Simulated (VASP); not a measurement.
Data:

```xyz
2
Lattice="4.0741 0.0000 0.0000 0.0000 4.0741 0.0000 0.0000 0.0000 4.0741" Properties=species:S:1:pos:R:3 pbc="T T T"
Cs     0.0000     0.0000     0.0000
Cl     2.0370     2.0370     2.0370
```

These are AM05 GGA, VASP's PBE PAW potentials (set 64) (plane waves; VASP) values and carry that method's errors. Run with 520 eV cut-off, 6×6×6 Γ-centred mesh, Gaussian smearing of 0.050 eV, potentials Cs_sv Cl.

Question: Give the stress tensor in GPa (positive for a compressed cell).

Answer: 
```
1.05  0.00  0.00
0.00  1.05  0.00
0.00  0.00  1.05
```
The pressure is its mean diagonal, 1.05 GPa.

The compound is CsCl in the CsCl type structure. This cell is one point of a volume scan, at 0.94 of the reference volume.
